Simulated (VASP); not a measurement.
**GW on WS2 (Tungstenite)**

Aim: the quasiparticle gap of WS2 (Tungstenite), and what it costs to get it. The cell has space group P6_3/mmc. The start is a cell from a database of measured crystal structures.

Method: PBE, no spin polarisation; plane waves and PAW (W_sv_GW, S_GW), in the first sound run; inputs show where later runs differ, in VASP 6.6.1.

The database entry behind the starting cell differs from later determinations by our own check (an axis about 1.4 % long against later determinations), so it need not match the best structure at ambient conditions.

### 1. Set-up

Symmetry: P6_3/mmc, No. 194, hexagonal system. Conventional cell: a = 3.180 Å, b = 3.180 Å, c = 12.500 Å, α = 90.00°, β = 90.00°, γ = 120.00°. Nearest to W lie 6 S at 2.41 Å. Nearest to S lie 3 W at 2.41 Å. Farther neighbours and most contacts between anions are not listed.

Structure file:

```cif
data_structure
_symmetry_space_group_name_H-M 'P6_3/mmc'
_symmetry_Int_Tables_number 194
_cell_length_a 3.1800
_cell_length_b 3.1800
_cell_length_c 12.5000
_cell_angle_alpha 90.000
_cell_angle_beta 90.000
_cell_angle_gamma 120.000
_cell_volume 109.47
loop_
_atom_site_label
_atom_site_type_symbol
_atom_site_symmetry_multiplicity
_atom_site_Wyckoff_symbol
_atom_site_fract_x
_atom_site_fract_y
_atom_site_fract_z
_atom_site_occupancy
W1 W 2 c 0.33333 0.66667 0.25000 1
S1 S 4 f 0.33333 0.66667 0.62500 1
```

### 2. Ground state

The orbitals come from a self-consistent PBE run with a tight EDIFF and a narrow smearing. KPOINTS_OPT adds the bands along a path, which shows whether the mesh holds the band edges.

Contents of INCAR:

```
SYSTEM = WS2
PREC = Accurate
ENCUT = 340
EDIFF = 1E-08
NELM = 100
ISMEAR = 0
SIGMA = 0.01
LREAL = .FALSE.
ALGO = Normal
GGA = PE
NBANDS = 32
LASPH = .TRUE.
LORBIT = 11
LWAVE = .TRUE.
LCHARG = .FALSE.
KPAR = 8
```

Contents of POSCAR:

```
WS2
1.0
    3.1800000000      0.0000000000      0.0000000000
   -1.5900000000      2.7539607840      0.0000000000
    0.0000000000      0.0000000000     12.5000000000
W S
2 4
Direct
    0.3333333333      0.6666666667      0.2500000000
    0.6666666667      0.3333333333      0.7500000000
    0.3333333333      0.6666666667      0.6250000000
    0.6666666667      0.3333333333      0.1250000000
    0.3333333333      0.6666666667      0.8750000000
    0.6666666667      0.3333333333      0.3750000000
```

Contents of KPOINTS:

```
Automatic mesh
0
Gamma
6 6 2
0 0 0
```

Contents of KPOINTS_OPT:

```
Line mode
12
Line-mode
Reciprocal
  0.00000000   0.00000000   0.00000000 GAMMA
  0.50000000   0.00000000   0.00000000 M

  0.50000000   0.00000000   0.00000000 M
  0.33333333   0.33333333   0.00000000 K

  0.33333333   0.33333333   0.00000000 K
  0.00000000   0.00000000   0.00000000 GAMMA

  0.00000000   0.00000000   0.00000000 GAMMA
  0.00000000   0.00000000   0.50000000 A

  0.00000000   0.00000000   0.50000000 A
  0.50000000   0.00000000   0.50000000 L

  0.50000000   0.00000000   0.50000000 L
  0.33333333   0.33333333   0.50000000 H

  0.33333333   0.33333333   0.50000000 H
  0.00000000   0.00000000   0.50000000 A

  0.50000000   0.00000000   0.50000000 L
  0.50000000   0.00000000   0.00000000 M

  0.33333333   0.33333333   0.00000000 K
  0.33333333   0.33333333   0.50000000 H
```

The projector-augmented-wave data sets are W_sv_GW and S_GW (PBE family, release 64).

On the command line:

```sh
$ mpirun -np 8 vasp_std
```

Log:

```text
[banner, memory and clock lines left out]
running    8 mpi-ranks, on    1 nodes
 distrk:  each k-point on    1 cores,    8 groups
 distr:  one band on    1 cores,    1 groups

 POSCAR found type information on POSCAR W S
 POSCAR found :  2 types and       6 ions
|                                                                             |
|           W    W    AA    RRRRR   N    N  II  N    N   GGGG   !!!           |
|           W    W   A  A   R    R  NN   N  II  NN   N  G    G  !!!           |
|           W    W  A    A  R    R  N N  N  II  N N  N  G       !!!           |
|           W WW W  AAAAAA  RRRRR   N  N N  II  N  N N  G  GGG   !            |
|           WW  WW  A    A  R   R   N   NN  II  N   NN  G    G                |
|           W    W  A    A  R    R  N    N  II  N    N   GGGG   !!!           |
|                                                                             |
|     For optimal performance we recommend to set                             |
|       NCORE = 2 up to number-of-cores-per-socket                            |
|     NCORE specifies how many cores store one orbital (NPAR=cpu/NCORE).      |
|     This setting can greatly improve the performance of VASP for DFT.       |
|     The default, NCORE=1 might be grossly inefficient on modern             |
|     multi-core architectures or massively parallel machines. Do your        |
|     Unfortunately you need to use the default for GW and RPA                |
|     calculations (for HF NCORE is supported but not extensively tested      |
|     yet).                                                                   |
|                                                                             |

 LDA part: xc-table for (Slater+PW92), standard interpolation
 POSCAR, INCAR and KPOINTS ok, starting setup
 FFT: planning ... GRIDC
 FFT: planning ... GRID_SOFT
 FFT: planning ... GRID
 WAVECAR not read
 entering main loop
       N       E                     dE             d eps       ncg     rms          rms(c)
DAV:   1     0.349854694946E+03    0.34985E+03   -0.24122E+04  1048   0.109E+03
DAV:   2    -0.312717203478E+02   -0.38113E+03   -0.37453E+03  1200   0.321E+02
DAV:   3    -0.558844724611E+02   -0.24613E+02   -0.24537E+02  1136   0.824E+01
DAV:   4    -0.567838864834E+02   -0.89941E+00   -0.89885E+00  1296   0.156E+01
DAV:   5    -0.567964892501E+02   -0.12603E-01   -0.12600E-01  1152   0.203E+00    0.102E+02
DAV:   6    -0.517642366428E+02    0.50323E+01   -0.27767E+01  1016   0.218E+01    0.951E+01
DAV:   7    -0.520355170710E+02   -0.27128E+00   -0.11673E+01  1112   0.144E+01    0.554E+00
DAV:   8    -0.513166267932E+02    0.71889E+00   -0.32042E+00  1128   0.788E+00    0.218E+00
DAV:   9    -0.513337760785E+02   -0.17149E-01   -0.23899E-01  1144   0.224E+00    0.128E+00
DAV:  10    -0.513322031307E+02    0.15729E-02   -0.18810E-02  1168   0.726E-01    0.712E-01
DAV:  11    -0.513317977178E+02    0.40541E-03   -0.25938E-03  1120   0.242E-01    0.427E-01
DAV:  12    -0.513318913508E+02   -0.93633E-04   -0.46055E-04  1184   0.975E-02    0.186E-01
DAV:  13    -0.513318999890E+02   -0.86382E-05   -0.45833E-05  1288   0.280E-02    0.780E-02
DAV:  14    -0.513319066226E+02   -0.66336E-05   -0.12679E-05  1032   0.198E-02    0.581E-02
DAV:  15    -0.513319073362E+02   -0.71360E-06   -0.27688E-06  1248   0.813E-03    0.809E-03
DAV:  16    -0.513319073818E+02   -0.45607E-07   -0.47856E-07  1008   0.320E-03    0.409E-03
DAV:  17    -0.513319073605E+02    0.21301E-07   -0.10481E-07  1064   0.157E-03    0.339E-03
DAV:  18    -0.513319073107E+02    0.49808E-07   -0.11529E-08   808   0.536E-04    0.506E-04
DAV:  19    -0.513319072986E+02    0.12112E-07   -0.21960E-09   760   0.250E-04    0.234E-04
DAV:  20    -0.513319073010E+02   -0.24947E-08   -0.48454E-10   712   0.113E-04
   1 F= -.51331907E+02 E0= -.51331907E+02  d E =-.454658E-54
 Start KPOINTS_OPT (optional k-point list driver)
k-point batch [1-14\108]
       N       E                     dE             ncg
DAV:   1    -0.246847412526E+04   -0.14695E+05     1056
DAV:   2    -0.788628144694E+04   -0.54178E+04     1208
DAV:   3    -0.823215344635E+04   -0.34587E+03     1112
DAV:   4    -0.824697697882E+04   -0.14824E+02     1320
DAV:   5    -0.824720072867E+04   -0.22375E+00     1144
DAV:   6    -0.824720946499E+04   -0.87363E-02     1320
DAV:   7    -0.824720979770E+04   -0.33271E-03     1224
DAV:   8    -0.824720981318E+04   -0.15486E-04     1392
DAV:   9    -0.824720981369E+04   -0.50753E-06     1136
DAV:  10    -0.824720981371E+04   -0.20364E-07      832
DAV:  11    -0.824720981371E+04   -0.16316E-08      744
[...]
k-point batch [99-108\108]
       N       E                     dE             ncg
DAV:   1     0.451804221811E+04   -0.19701E+05      792
DAV:   2     0.985161212413E+03   -0.35329E+04      824
DAV:   3     0.747709783451E+03   -0.23745E+03      808
DAV:   4     0.738539916173E+03   -0.91699E+01      944
DAV:   5     0.738431990494E+03   -0.10793E+00      824
DAV:   6     0.738428720555E+03   -0.32699E-02      944
DAV:   7     0.738428640376E+03   -0.80179E-04      920
DAV:   8     0.738428636563E+03   -0.38132E-05     1016
DAV:   9     0.738428636546E+03   -0.16937E-07      664
DAV:  10     0.738428636543E+03   -0.25964E-08      552
 writing wavefunctions
```

Wall time 29 s (8 MPI ranks of Intel Xeon 6975P-C (Granite Rapids), shared host); peak memory 1.8 GiB; 3.2 min of CPU time.

The logs omit lines about the potential files and the build; timing stands in the text.

OUTCAR, selected parts (step 2):

```text
ion  position               nearest neighbor table
   1  0.333  0.667  0.250-   4 2.41   6 2.41   4 2.41   6 2.41   4 2.41   6 2.41
   2  0.667  0.333  0.750-   3 2.41   5 2.41   3 2.41   5 2.41   3 2.41   5 2.41
   3  0.333  0.667  0.625-   2 2.41   2 2.41   2 2.41
   4  0.667  0.333  0.125-   1 2.41   1 2.41   1 2.41
   5  0.333  0.667  0.875-   2 2.41   2 2.41   2 2.41
   6  0.667  0.333  0.375-   1 2.41   1 2.41   1 2.41

  LATTYP: Found a hexagonal cell.
 ALAT       =     3.1800000000
 C/A-ratio  =     3.9308176101

 Subroutine GETGRP returns: Found 24 space group operations
 (whereof 12 operations were pure point group operations)

The static configuration has the point symmetry D_3d.
 The point group associated with its full space group is D_6h.

 Found     14 irreducible k-points:

   k-points           NKPTS =     14   k-points in BZ     NKDIM =     14   number of bands    NBANDS=     32

   dimension x,y,z NGX =    20 NGY =   20 NGZ =   80
   dimension x,y,z NGXF=    40 NGYF=   40 NGZF=  160

   ENCUT  =  340.0 eV  24.99 Ry    5.00 a.u.   4.78  4.78 18.79*2*pi/ulx,y,z

   NELECT =      52.0000    total number of electrons

 k-points in reciprocal lattice and weights: Automatic mesh
   0.00000000  0.00000000  0.00000000       0.014
   0.16666667  0.00000000  0.00000000       0.083
   0.33333333  0.00000000  0.00000000       0.083
   0.50000000  0.00000000  0.00000000       0.042
   0.16666667  0.16666667  0.00000000       0.083
   0.33333333  0.16666667  0.00000000       0.167
   0.33333333  0.33333333  0.00000000       0.028
   0.00000000  0.00000000  0.50000000       0.014
   0.16666667  0.00000000  0.50000000       0.083
[...]
0.33333333  0.16666667  0.50000000       0.167
   0.33333333  0.33333333  0.50000000       0.028

 average (electrostatic) potential at core
       1 -89.9279       2 -89.9279       3 -87.8986       4 -87.8986       5 -87.8986
       6 -87.8986

 E-fermi :   7.6022

 k-point     1 :       0.0000    0.0000    0.0000
  band No.  band energies     occupation
    ...
     22       5.2297      2.00000
     23       5.2297      2.00000
     24       5.9234      2.00000
     25       6.4038      2.00000
     26       7.4947      2.00000
     27       9.7386      0.00000
     28       9.7388      0.00000
     29       9.7463      0.00000
     30       9.7468      0.00000
     31       9.8364      0.00000
    ...

 k-point     2 :       0.1667    0.0000    0.0000
  band No.  band energies     occupation
    ...
     22       4.6356      2.00000
     23       5.1779      2.00000
     24       6.0061      2.00000
     25       6.3222      2.00000
     26       6.6874      2.00000
     27       9.0678      0.00000
     28       9.4895      0.00000
     29       9.5979      0.00000
     30       9.6812      0.00000
     31       9.7200      0.00000
    ...

 k-point     3 :       0.3333    0.0000    0.0000
  band No.  band energies     occupation
    ...
     22       5.1627      2.00000
     23       5.2324      2.00000
     24       5.2631      2.00000
     25       5.5265      2.00000
     26       5.7713      2.00000
     27       9.1786      0.00000
     28       9.3599      0.00000
     29       9.4945      0.00000
     30       9.8899      0.00000
     31      10.2517      0.00000
    ...

  Total        0.0187891      0.0187891      1.3286758      0.0000000      0.0000000     -0.0000000
  in kB        0.2749935      0.2749935     19.4461982      0.0000000      0.0000000     -0.0000000
  external PRESSURE =       6.6653951 kB  Pullay stress =       0.0000000 kB

  energy-cutoff  :      340.00
  volume of cell :      109.47
      direct lattice vectors                 reciprocal lattice vectors
     3.180000000  0.000000000  0.000000000     0.314465409  0.181556688  0.000000000
    -1.590000000  2.753960784  0.000000000     0.000000000  0.363113377  0.000000000
     0.000000000  0.000000000 12.500000000     0.000000000  0.000000000  0.080000000

 POSITION                                       TOTAL-FORCE (eV/Angst)
 -----------------------------------------------------------------------------------
     -0.00000      1.83597      3.12500         0.000000     -0.000000      0.000000
      1.59000      0.91799      9.37500        -0.000000      0.000000      0.000000
     -0.00000      1.83597      7.81250        -0.000000      0.000000     -0.157896
      1.59000      0.91799      1.56250         0.000000      0.000000     -0.157896
     -0.00000      1.83597     10.93750        -0.000000     -0.000000      0.157896
      1.59000      0.91799      4.68750         0.000000      0.000000      0.157896
 -----------------------------------------------------------------------------------
    total drift:                               -0.000000      0.000000     -0.000000

  FREE ENERGIE OF THE ION-ELECTRON SYSTEM (eV)
  ---------------------------------------------------
  free  energy   TOTEN  =       -51.3319073010 eV

  energy  without entropy=      -51.3319073010  energy(sigma->0) =      -51.33190730

 total charge
# of ion       s       p       d       f       tot
--------------------------------------------------
    1        3.037   6.028   3.044   0.064  12.174
    2        3.037   6.028   3.044   0.064  12.174
    3        1.350   2.326   0.078   0.000   3.755
    4        1.350   2.326   0.078   0.000   3.755
    5        1.350   2.326   0.078   0.000   3.755
    6        1.350   2.326   0.078   0.000   3.755
--------------------------------------------------
tot         11.477  21.362   6.402   0.128  39.369

[... 3 further parts left out ...]
```

Numbers from this step:

```
free energy (TOTEN)               : -51.3319 eV
Fermi energy                      : 7.602 eV
pressure                          : 0.6665 GPa
least gap on mesh and path        : 1.046 eV
least direct gap on mesh and path : 1.736 eV
```

The highest empty bands on the path are converged less tightly, to about 0.1 eV. Electronic bands along the path, in eV, zero at the valence-band top; v1 is the highest filled band, c1 the lowest empty one:

| point | v4 | v3 | v2 | v1 | c1 | c2 | c3 | c4 |
| --- | --- | --- | --- | --- | --- | --- | --- | --- |
| Γ | -2.27 | -1.57 | -1.09 | 0.00 | 2.24 | 2.25 | 2.25 | 2.25 |
| 0.45 of the way | -2.50 | -1.76 | -1.41 | -1.31 | 1.38 | 1.86 | 2.05 | 2.25 |
| M | -2.02 | -1.86 | -1.67 | -1.50 | 2.20 | 2.24 | 2.56 | 2.77 |
| 0.45 of the way | -2.90 | -2.59 | -1.24 | -1.03 | 1.91 | 2.00 | 2.77 | 2.89 |
| K | -2.90 | -2.90 | -0.73 | -0.57 | 1.17 | 1.17 | 2.19 | 3.26 |
| 0.45 of the way | -2.13 | -1.96 | -1.54 | -1.51 | 1.05 | 1.84 | 2.14 | 2.22 |
| Γ | -2.27 | -1.57 | -1.09 | 0.00 | 2.24 | 2.25 | 2.25 | 2.26 |
| 0.45 of the way | -2.27 | -2.02 | -0.74 | -0.06 | 2.24 | 2.24 | 2.25 | 2.25 |
| A | -2.29 | -2.29 | -0.30 | -0.30 | 2.24 | 2.24 | 2.24 | 2.24 |
| 0.45 of the way | -2.23 | -2.23 | -1.31 | -1.31 | 1.75 | 1.75 | 1.95 | 1.95 |
| L | -1.94 | -1.94 | -1.57 | -1.57 | 2.22 | 2.22 | 2.68 | 2.68 |
| 0.55 of the way | -2.82 | -2.82 | -1.04 | -1.04 | 1.82 | 1.82 | 2.84 | 2.84 |
| H | -3.03 | -3.03 | -0.66 | -0.66 | 1.17 | 1.17 | 2.65 | 2.65 |
| 0.55 of the way | -1.96 | -1.96 | -1.43 | -1.43 | 1.43 | 1.43 | 2.08 | 2.08 |
| A | -2.29 | -2.29 | -0.30 | -0.30 | 2.24 | 2.24 | 2.25 | 2.28 |
| jump to L | -1.94 | -1.94 | -1.57 | -1.57 | 2.22 | 2.22 | 2.68 | 2.68 |
| 0.45 of the way | -1.99 | -1.88 | -1.63 | -1.53 | 2.21 | 2.23 | 2.60 | 2.74 |
| M | -2.02 | -1.86 | -1.67 | -1.50 | 2.20 | 2.24 | 2.56 | 2.77 |
| jump to K | -2.90 | -2.90 | -0.73 | -0.57 | 1.17 | 1.17 | 2.19 | 3.26 |
| 0.55 of the way | -2.97 | -2.97 | -0.71 | -0.60 | 1.17 | 1.17 | 2.34 | 3.02 |
| H | -3.03 | -3.03 | -0.66 | -0.66 | 1.17 | 1.17 | 2.65 | 2.65 |

Of the projections kept (W, S), the largest for each band there, as a share of the weight inside these atoms' spheres; weight between the spheres isn't counted:

| point | v4 | v3 | v2 | v1 | c1 | c2 | c3 | c4 |
| --- | --- | --- | --- | --- | --- | --- | --- | --- |
| Γ | W 0.52 | S 0.96 | W 0.79 | W 0.70 | W 0.51 | W 0.51 | S 0.51 | S 0.51 |
| M | S 0.88 | S 0.88 | W 0.58 | W 0.66 | W 0.96 | W 0.96 | W 0.89 | W 0.91 |
| K | S 0.72 | S 0.72 | W 0.80 | W 0.77 | W 0.94 | W 0.94 | W 0.68 | W 0.65 |
| Γ | W 0.52 | S 0.96 | W 0.79 | W 0.70 | W 0.51 | W 0.50 | S 0.51 | S 0.51 |
| A | W 0.51 | W 0.51 | W 0.66 | W 0.66 | W 0.50 | W 0.50 | W 0.50 | W 0.50 |
| L | S 0.88 | S 0.88 | W 0.62 | W 0.62 | W 0.96 | W 0.96 | W 0.90 | W 0.90 |

The cell has a gap of 1.05 eV on mesh and path. Spin-orbit coupling is left out, which can shift or reorder these edges. Forces of up to 0.16 eV/Å remain in these settings.

(Part 1 of 4 ends here.)

[Lines on the potential files, build, host, timing and source positions are cut from VASP's logs without a mark.]

[Logs are printed without paths, hosts, clocks, repeated set-up lines and the standing remarks that a program may print on its own settings, such as how far it seeks lower states.]

[Hosts, paths, dates, database ids (printed as entryN), source tags and the programs' standing remarks are cut or masked in the printed files.]

[Pressures printed for these runs are not shown converged in the cutoff: they can be off by several GPa and have the wrong sign.]

[In band tables of VASP the shares of atoms and orbitals are scaled to a sum of 1 inside the atoms' spheres.]
